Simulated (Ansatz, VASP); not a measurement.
# KTaO3 in two plane-wave programs, part 3 of 3

Aim: how closely do two programs agree when they are given the same cell, functional and k mesh? The cell is taken from a series of runs on this material, whose earlier steps may have relaxed, scaled, displaced or heated it; both programs get it as it stands.

VASP 6.6.1 and Ansatz 0.2.0.

So far: The structure; VASP: zone-centre phonons, PBE.

### 3. Ansatz: zone-centre phonons, PBE

Level of this step: Ansatz beside VASP: Kohn-Sham DFT, plane waves, PBE (Ansatz).

Ansatz runs on its PAW soft_1 files.

The same cell, functional and mesh now go to Ansatz, which takes its cutoff from its data sets.

input.yaml

```yaml
crystal:
  lattice:
    - [4.1021061019, 0.0, 0.0]
    - [0.0, 4.1021061019, 0.0]
    - [0.0, 0.0, 4.1021061019]
  atoms:
    - { symbol: O, position: [0.5, 0.0, 0.0] }
    - { symbol: O, position: [0.0, 0.5, 0.0] }
    - { symbol: O, position: [0.0, 0.0, 0.5] }
    - { symbol: K, position: [0.5, 0.5, 0.5] }
    - { symbol: Ta, position: [0.0, 0.0, 0.0] }
kpoints:
  mp_grid: { grid: [8, 8, 8] }
hamiltonian:
  xc: pbe
  pseudopotentials: { kind: paw, azcp: { folder: soft_1 } }
scf:
  occupations: { method: fixed }
output:
  eigenvalues: true
phonons:
  method: dfpt
  dielectric: true
  rigid_motions: translations
```

On the command line:

```console
$ ansatz run input.yaml --threads 4 --pin off --max-ram 16384MiB --backend cpu --events-out ev --progress --plain --runs-dir out
```

Numbers of over 12 decimals in the logs are rounded to 6 here.

Output:

```text
Engine: ansatz 0.2.0, x86_64-unknown-linux-gnu
Pseudopotentials: kind: paw
Pseudopotential: O, paw, valence charge 6, recommended cutoff 420 eV (normal), soft_1/O.paw.azcp
Pseudopotential: K, paw, valence charge 9, recommended cutoff 420 eV (normal), soft_1/K.paw.azcp
Pseudopotential: Ta, paw, valence charge 13, recommended cutoff 420 eV (normal), soft_1/Ta.paw.azcp
Functional definition: PBE
  parameter kappa = 0.804
  parameter beta = 0.066725
  exchange = pbe_x(kappa = kappa, mu = beta*pi^2/3)
  correlation = pbe_c(beta = beta)
Crystal: 5 atoms, lattice volume = 69.027 Å³
Basis set: ecut = 420 eV, 1357 PW (Γ), exchange–correlation on 60×60×60 points (8 copies of the dense FFT grid, shifted against one another)
Bands: 25, of which v1, the nominal top of the filled ones, is band 20 counted from 1 (19 counted from 0)
Symmetry: 48 space group operations
k-points: 170 of 512 (irreducible under 2 space group operations, time reversal used)
Non-local potential: O, projectors of the file, l = 0: 2, l = 1: 2, l = 2: 1
Non-local potential: K, projectors of the file, l = 0: 3, l = 1: 2, l = 2: 2
Non-local potential: Ta, projectors of the file, l = 0: 3, l = 1: 2, l = 2: 2, l = 3: 1
PAW form: soft (Blöchl's): semilocal exchange-correlation on the pseudo side does not see the compensation charge
PAW one-centre angular grid: O, 110 points (default); XC on 64 Gauss nodes
PAW one-centre angular grid: K, 110 points (default); XC on 64 Gauss nodes
PAW one-centre angular grid: Ta, 590 points (default); XC on 64 Gauss nodes
Initial density: superposition of atomic densities (chi_scale 0.1, normalization cell, long waves kept (reshape's long-wave potential 0.00 eV rms))
Initial wavefunctions: pseudopotential atomic-orbital guess
Functional: x = pbe(κ = 0.804, μ = 0.219515), c = pbe(β = 0.066725)
SCF iter   1: F=—  HF=-13179.705035 eV  |F-HF|=—  |Δ(HF+E_count)|=         —  Δρ=5.39e-2  dr2=2.16e0  ethr=3.10e-3  ⟨swp⟩=4.2  Hψ=17899  notcnv=0  defer=413
preconditioner: auto → Resta (q_TF=auto, 2.491 Å⁻¹)  ε∞=4.4  [insulator: Δε(μ)=2.570 eV  Ē_g=13.256 eV  n_scr=18 (ndim 8)  ℏωp=24.5 eV  f_vac=0.000  ε∞_Penn≈4.4]
SCF iter   2: F=—  HF=-13179.251466 eV  |F-HF|=—  |Δ(HF+E_count)|=   4.54e-1  Δρ=2.90e-2  dr2=5.62e-1  ethr=3.10e-3  ⟨swp⟩=2.0  Hψ=8127  notcnv=0  defer=410
SCF iter   3: F=—  HF=-13179.150835 eV  |F-HF|=—  |Δ(HF+E_count)|=   1.01e-1  Δρ=1.34e-2  dr2=1.17e-1  ethr=1.41e-3  ⟨swp⟩=2.0  Hψ=7283  notcnv=0  defer=374
SCF iter   4: F=—  HF=-13179.133608 eV  |F-HF|=—  |Δ(HF+E_count)|=   1.72e-2  Δρ=4.42e-3  dr2=1.10e-2  ethr=2.94e-4  ⟨swp⟩=2.1  Hψ=6784  notcnv=0  defer=454
SCF iter   5: F=—  HF=-13179.134497 eV  |F-HF|=—  |Δ(HF+E_count)|=   8.89e-4  Δρ=7.73e-4  dr2=4.17e-4  ethr=2.75e-5  ⟨swp⟩=2.0  Hψ=6043  notcnv=0  defer=490
SCF iter   6: F=—  HF=-13179.134769 eV  |F-HF|=—  |Δ(HF+E_count)|=   2.73e-4  Δρ=1.56e-4  dr2=1.90e-5  ethr=1.04e-6  ⟨swp⟩=2.0  Hψ=6924  notcnv=0  defer=455
SCF iter   7: F=—  HF=-13179.134775 eV  |F-HF|=—  |Δ(HF+E_count)|=   6.24e-6  Δρ=2.38e-5  dr2=3.88e-7  ethr=4.75e-8  ⟨swp⟩=2.5  Hψ=6962  notcnv=0  defer=267
SCF iter   8: F=—  HF=-13179.134776 eV  |F-HF|=—  |Δ(HF+E_count)|=   6.24e-7  Δρ=5.97e-6  dr2=2.79e-8  ethr=9.69e-10  ⟨swp⟩=2.0  Hψ=6808  notcnv=0  defer=190
SCF iter   9: F=—  HF=-13179.134776 eV  |F-HF|=—  |Δ(HF+E_count)|=   4.22e-8  Δρ=1.50e-6  dr2=1.51e-9  ethr=6.98e-11  ⟨swp⟩=2.0  Hψ=6585  notcnv=0  defer=190
SCF iter  10: F=-13179.134776 eV  HF=-13179.134776 eV  |F-HF|=5.28e-11  |Δ(HF+E_count)|=   2.16e-9  Δρ=1.52e-7  dr2=1.43e-11  ethr=1.00e-12  ⟨swp⟩=11.5  Hψ=29271  notcnv=0
SCF 1 converged in 10 iterations: F = -13179.134776 eV  dr2 = 1.43e-11
  greatest PAW one-centre occupation: 1.000 electrons in one spin orbital (limit 2), on the Ta atom at site 4 (counted from 0), in its partial waves of l = 0
DFPT response loops at Γ: preconditioner auto → none (the input reference at scf.mixing.eps_inf says where Resta's filter doesn't serve); β = 0.50; Broyden in place of MSR1
── the response to a field inside a basis, on 8×8×8 k-points: an SCF that follows is theirs, and a resumed run solves both again ──
Bands: 21, of which v1, the nominal top of the filled ones, is band 20 counted from 1 (19 counted from 0)
k-points: 20 of 512
Initial density: handed on by an earlier stage of this run
Initial wavefunctions: pseudopotential atomic-orbital guess (no wavefunctions were taken with the density)
Eigensolver: Dense (20 Hₖ)
SCF iter   1: F=—  HF=-13179.130223 eV  |F-HF|=—  |Δ(HF+E_count)|=         —  Δρ=3.12e-4  dr2=1.15e-5  ethr=1.00e-1
preconditioner: auto → Resta (q_TF=auto, 2.491 Å⁻¹)  ε∞=6.4  [insulator: Δε(μ)=2.271 eV  Ē_g=10.516 eV  n_scr=18 (ndim 8)  ℏωp=24.5 eV  f_vac=0.019  ε∞_Penn≈6.4]
SCF iter   2: F=—  HF=-13179.130227 eV  |F-HF|=—  |Δ(HF+E_count)|=   4.37e-6  Δρ=1.44e-4  dr2=3.70e-6  ethr=2.87e-8
SCF iter   3: F=—  HF=-13179.130229 eV  |F-HF|=—  |Δ(HF+E_count)|=   1.78e-6  Δρ=6.29e-5  dr2=5.00e-7  ethr=9.25e-9
SCF iter   4: F=-13179.130230 eV  HF=-13179.130230 eV  |F-HF|=2.98e-9  |Δ(HF+E_count)|=   3.92e-7  Δρ=5.30e-6  dr2=1.99e-8  ethr=1.25e-9
SCF 1 converged in 4 iterations: F = -13179.130230 eV  dr2 = 1.99e-8
DFPT response loops at Γ: mixed as the last ones told, above
SCF converged after 10 iterations
Free energy (F): -13179.134776 eV
Harris-Foulkes:  -13179.134776 eV  (|F-HF|=5.28e-11)
Internal energy: -13179.134776 eV  (E = F + TS)
E sigma→0 (E₀):  -13179.134776 eV
Fermi energy:    7.615774 eV
--- Per-component energies (eV) ---
  E_band       = -298.987639
  E_kinetic    = 1141.546164
  E_local      = -2319.299294  (includes V_loc(G=0)·N_el)
  E_nonlocal   = 159.681943
  E_hartree    = 825.194327
  E_xc         = -669.064617
  E_vxc        = -669.911501  (∫ρ·V_xc dr)
  E_paw        = -9574.131669  (= ΣΔE_a)
  E_vpaw       = -261.395962  (= ΣTr[D̂ρ^β])
  E_aug_tail   = 0.002445  (compensation charges beyond the density's cutoff)
  E_ewald      = -2743.064075
  E_smearing   = -0.000000  (= −TS)
  E_closure    = 0.000000  (closes the sum)
  Σ components = -13179.134776   (vs F -13179.134776, Δ=0.00e0)
--- Band table (eV; the first three rows and the last of 170) ---
  k-point 0: bands = [... 16 lower, 6.6805, 6.9704, 6.9704, 6.9704, 9.6476, 9.6476, 9.6476, 13.5031, ... 1 higher]
  k-point 1: bands = [... 16 lower, 6.5904, 6.6212, 6.8996, 6.8996, 9.6651, 10.0741, 10.0741, 13.5093, ... 1 higher]
  k-point 2: bands = [... 16 lower, 6.0705, 6.4835, 6.8384, 6.8384, 9.7080, 10.9604, 10.9604, 13.5222, ... 1 higher]
  k-point 169: bands = [... 16 lower, 3.9967, 7.6158, 7.6158, 7.6158, 13.3891, 13.3891, 13.3891, 16.2802, ... 1 higher]
--- Phonons (Γ-DFPT): 4 representative perturbations + reference, on 170 of 512 k-points (Σ response iterations 12) ---
  k mesh reduced under 2 symmetry operations, with k and −k counted as one. Each operation leaves every solved perturbation unchanged. A smaller set is not considered because the run solves the response to a homogeneous field
  ASR residual: 6.698e-4 → 0.000e0 eV/Å²; symmetrization residual: 3.606e-6 eV/Å²
  ASR residual per site (eV/Å²): 2.74e-4 2.74e-4 2.74e-4 6.22e-5 6.70e-4
  Γ frequencies (cm⁻¹): -212.66 -212.66 -212.66 0.00 0.00 0.00 157.69 157.69 157.69 274.82 274.82 274.82 447.61 447.61 447.61
  ε∞ (high-frequency dielectric tensor):
        5.544158     0.000000     0.000000
        0.000000     5.544158     0.000000
        0.000000     0.000000     5.544158
  softest optical mode at Γ: -212.66 cm⁻¹; the repairs (sum rule, projections) moved no ω² at Γ by more than (2.36 cm⁻¹)²
  Born effective charges Z* (e; rows j = field, columns β = displacement):
    site 0:
        -6.68108   -0.00000    0.00000
        -0.00000   -1.63910    0.00000
        -0.00000   -0.00000   -1.63910
    site 1:
        -1.63910    0.00000    0.00000
         0.00000   -6.68108    0.00000
        -0.00000    0.00000   -1.63910
    site 2:
        -1.63910    0.00000    0.00000
        -0.00000   -1.63910    0.00000
         0.00000   -0.00000   -6.68108
    site 3:
         1.14337    0.00000    0.00000
        -0.00000    1.14337    0.00000
         0.00000   -0.00000    1.14337
    site 4:
         8.81592    0.00000    0.00000
        -0.00000    8.81592    0.00000
         0.00000   -0.00000    8.81592
  Z* charge neutrality: 3.222e-3 e pre-enforcement
  solved inside a basis spanned on kpoints, on 8×8×8 k-points, its susceptibility summed on 12×12×12: ε∞ is read to err by 1.6e-2, Z* by 3.8e-2 e (field_mesh: kpoints solves on kpoints); Z* is corrected for what the basis lacks
  optical modes at Γ without the LO–TO term, one row a degenerate level:
      ω (cm⁻¹)  modes    IR ((D/Å)²/amu)
       -212.66      3           218.5398
        157.69      3             6.5328
        274.82      3             0.0000
        447.61      3            23.3155
  optical modes at Γ + LO–TO along q̂ = [1.0000, 0.0000, 0.0000]:
      ω (cm⁻¹)  modes    IR ((D/Å)²/amu)
       -212.66      2           145.6932
        149.40      1             0.0914
[...]
optical modes at Γ + LO–TO along q̂ = [0.0000, 1.0000, 0.0000]:
      ω (cm⁻¹)  modes    IR ((D/Å)²/amu)
[...]
677.68      1            77.8195
  optical modes at Γ + LO–TO along q̂ = [0.0000, 0.0000, 1.0000]:
      ω (cm⁻¹)  modes    IR ((D/Å)²/amu)
       -212.66      2           145.6932
        149.40      1             0.0914
        157.69      2             4.3552
        274.82      3             0.0000
        399.82      1             4.8851
        447.61      2            15.5436
        677.68      1            77.8195
```

The column dr2 measures how far the density is from self-consistency, as an energy; F and HF (Harris–Foulkes) agree once it is small.

### 4. Differences

Known differences besides the potentials themselves: fixed occupations in Ansatz, narrow Gaussian smearing in VASP; VASP's response is taken on the typed mesh, Ansatz refines its own for the field response alone; the data sets hold 40 valence electrons in Ansatz (on its PAW soft_1 files) and 38 in VASP; the cutoff is 420 eV in Ansatz and 600 eV in VASP. Total energies have different zeros and are not compared.

Compared:

```tsv
quantity	Ansatz	VASP	difference
ε∞ xx	5.54	5.63	-1.57 %
ε∞ yy	5.54	5.63	-1.57 %
ε∞ zz	5.54	5.63	-1.57 %
Born charge of O1 (mean of the diagonal) (e)	-3.32	-3.35	+0.03
Born charge of K4 (mean of the diagonal) (e)	1.14	1.15	-0.01
Born charge of Ta5 (mean of the diagonal) (e)	8.82	8.89	-0.08
optical mode 1 to 3 (imaginary, printed as negative) (cm⁻¹)	-212.7	-201.8	-10.8
optical mode 4 to 6 (cm⁻¹)	157.7	159.9	-1.41 %
optical mode 7 to 9 (cm⁻¹)	274.8	273.6	+0.43 %
optical mode 10 to 12 (cm⁻¹)	447.6	450.2	-0.58 %
```

Modes are paired by rising frequency, not by their patterns, so a pair may set unlike modes beside each other; they are those without the splitting of longitudinal modes.

### 5. Results

```yaml
r_m_s_difference_of_the_optical_zone_centre_modes_each_program_s_sorted_by_frequency_zone_centre_phonons_pbe: 5.7 cm⁻¹
difference_in_eps_infinity_xx_zone_centre_phonons_pbe: -1.6 %
```

**Reading.** The r.m.s. difference of the optical zone-centre modes, each program's sorted by frequency is 5.7 cm⁻¹ (zone-centre phonons, PBE). The data sets hold unlike numbers of valence electrons (40 in Ansatz and 38 in VASP), so part of the differences comes from the potentials. Among the rows given in per cent, the largest difference of the zone-centre phonons, PBE pair is in ε∞ xx, -1.6 %. Such differences can come from data sets, numerical settings and the points named under the comparisons, not from the functional's error against experiment.

[Lines on the potential files, build, host, timing and source positions are cut from VASP's logs without a mark.]

[Logs are printed without paths, hosts, clocks, repeated set-up lines and the standing remarks that a program may print on its own settings, such as how far it seeks lower states.]

[Hosts, paths, dates, database ids (printed as entryN), source tags and the programs' standing remarks are cut or masked in the printed files.]
